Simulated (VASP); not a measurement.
Output of a VASP run:

### OSZICAR
```
       N       E                     dE             d eps       ncg     rms          rms(c)
DAV:   1    -0.317994093189E+03   -0.31799E+03   -0.15174E+01   322   0.719E+00    0.126E+01
DAV:   2    -0.318152072140E+03   -0.15798E+00   -0.73744E-01   395   0.136E+00    0.867E+00
DAV:   3    -0.318117683791E+03    0.34388E-01   -0.25361E-02   364   0.282E-01    0.508E+00
DAV:   4    -0.318101312459E+03    0.16371E-01   -0.99633E-03   364   0.151E-01    0.281E+00
DAV:   5    -0.318095685752E+03    0.56267E-02   -0.37468E-03   364   0.871E-02    0.150E+00
DAV:   6    -0.318093605976E+03    0.20798E-02   -0.84102E-04   347   0.456E-02    0.798E-01
DAV:   7    -0.318092831797E+03    0.77418E-03   -0.27433E-04   355   0.283E-02    0.417E-01
DAV:   8    -0.318092560315E+03    0.27148E-03   -0.10245E-04   347   0.179E-02    0.213E-01
DAV:   9    -0.318092469870E+03    0.90445E-04   -0.35513E-05   268   0.108E-02    0.108E-01
DAV:  10    -0.318092442031E+03    0.27839E-04   -0.15681E-05   219   0.779E-03    0.524E-02
DAV:  11    -0.318092435054E+03    0.69762E-05   -0.73571E-06   228   0.505E-03
   1 F= -.31809244E+03 E0= -.31809244E+03  d E =-.186374E-13
```

OUTCAR:
```
------------------------ aborting loop because EDIFF is reached ----------------------------------------
  volume of cell :     1727.79
      direct lattice vectors                 reciprocal lattice vectors
    11.999521734  0.000000000  0.000000000     0.083336655  0.000000000  0.000000000
     0.000000000 11.999521734  0.000000000     0.000000000  0.083336655  0.000000000
     0.000000000  0.000000000 11.999521734     0.000000000  0.000000000  0.083336655
  FREE ENERGIE OF THE ION-ELECTRON SYSTEM (eV)
  ---------------------------------------------------
  free  energy   TOTEN  =      -318.0924350544 eV

  energy  without entropy=     -318.0924350544  energy(sigma->0) =     -318.09243505

  exchange ACFDT corr.  =         0.00000000  see jH, gK, PRB 81, 115126
```
(Selected blocks of OUTCAR.)

**POSCAR**
```
In32P31Se
1
   11.9995217336     0.0000000000     0.0000000000
    0.0000000000    11.9995217336     0.0000000000
    0.0000000000     0.0000000000    11.9995217336
In P Se
32 31 1
Direct
  0.4995058228   0.9993936535   0.9992178167
  0.7500430513   0.2499141516   0.9987093565
  0.7500196025   0.9987461221   0.2499588477
  0.0001116897   0.9998861876   0.9998839266
  0.2490507324   0.2495796987   0.9990831666
  0.4998232020   0.5000940612   0.9985987651
  0.7505386275   0.7504243277   0.9993477420
  0.2491269295   0.9992061580   0.2495720816
  0.4914600925   0.2415268739   0.2414814442
  0.7571790117   0.5071853100   0.2420593219
  0.4998871244   0.9986742083   0.4999554443
  0.7576975043   0.2410817401   0.5078320093
  0.7504568365   0.9990377855   0.7508083374
  0.0003752098   0.5006086229   0.9993003426
  0.2498396071   0.7501606838   0.9998608749
  0.0011099516   0.2499961010   0.2499676026
  0.2486112705   0.5000451237   0.2498907669
  0.4999055757   0.7513417972   0.2499079273
  0.0006271984   0.9992395401   0.5005173146
  0.2487429228   0.2499786894   0.4999218615
  0.4910381005   0.5087502949   0.5085044192
  0.7499015605   0.7510338613   0.4999461193
  0.2498351824   0.9999668304   0.7501747876
  0.5000371148   0.2501266850   0.7511379085
  0.7498597624   0.4997195240   0.7508963266
  0.0003199638   0.7505510859   0.2495319198
  0.0009220309   0.4998559730   0.4998586683
  0.2487635482   0.7509010507   0.5005982244
  0.0004789505   0.2497428905   0.7504573738
  0.2489246173   0.5003879938   0.7508200070
  0.4996591708   0.7508042364   0.7506614592
  0.0000683997   0.7500035621   0.7500736642
  0.6261518235   0.1238472536   0.1238068169
  0.8759558562   0.3737911971   0.1238758118
  0.8761856415   0.1236911454   0.3736792102
  0.1250150246   0.1248956604   0.1248781681
  0.3737065823   0.3761979716   0.1237174750
  0.6236891255   0.6259664198   0.1238995913
  0.8750721602   0.8748371714   0.1248024600
  0.3738059271   0.1237786588   0.3761731254
  0.8755925205   0.6255946497   0.3760281506
  0.6236483124   0.1235768981   0.6262639134
  0.8756330982   0.3757990446   0.6255870481
  0.8752149422   0.1248027573   0.8746262057
  0.1245967713   0.6253217900   0.1247415358
  0.3747176628   0.8752511349   0.1246960577
  0.1249357004   0.3749940535   0.3749784720
  0.3735291426   0.6264413694   0.3737365613
  0.6250129563   0.8749980955   0.3749692223
  0.1248389261   0.1248898078   0.6251668493
  0.3737164697   0.3738442353   0.6261844440
  0.6260320717   0.6261233087   0.6260672356
  0.8750364106   0.8749268194   0.6250850044
  0.3748760211   0.1249955765   0.8749424396
  0.6250033890   0.3749978897   0.8749979016
  0.8748682720   0.6249324041   0.8746691579
  0.1245043701   0.8748675063   0.3748258751
  0.1246745594   0.6248691673   0.6250471858
  0.3747518394   0.8749119729   0.6251559812
  0.1244674473   0.3750573597   0.8750341763
  0.3746618579   0.6252946109   0.8745713628
  0.6249859692   0.8748537062   0.8752514408
  0.1249559462   0.8749676580   0.8749484548
  0.6242418379   0.3746758816   0.3752268370
```

Q: Write an INCAR and KPOINTS that could have produced this output.

A: One answer among several that fit: the input of the run itself, HSE06 screened hybrid, plane waves, VASP's PBE PAW potentials (set 64).

**INCAR**
```
LREAL = Auto   # projection in real space or not
NELECT = 256.0
NELMIN = 4
SIGMA = 0.05   # width (eV)
LHFCALC = .True.
LASPH = .True.
ISIF = 0
LWAVE = .False.
LCHARG = .False.
PREC = Normal
HFSCREEN = 0.2   # 1/Angstrom
SYSTEM = In32P31Se
AEXX = 0.25
EDIFF = 1E-5   # SCF stop (eV)
LMAXMIX = 4   # l cut-off of mixed one-centre charges
ENCUT = 400
NELM = 50
PRECFOCK = Fast
GGA = PE   # PBE
ISYM = 0
ALGO = Normal
ISMEAR = 0   # Gaussian
```

### KPOINTS
```
Automatic mesh
0
Gamma
1 1 1
0 0 0
```

POTCAR, in this order: In P Se (PBE.64 set). Program: vasp_gam. Read from the step before: WAVECAR.

The cell is charged, with a uniform compensating background. The supercell is sampled at Γ alone, which is coarse: total energies, pressure and levels can be off, energies of defects by several tenths of an eV.

The cell is a supercell with a defect, built from InP (zinc blende): Se_P, charge +1. The cell's shape comes from a PBE relaxation. The run is not spin-polarised, so no state with unpaired spins was tried.
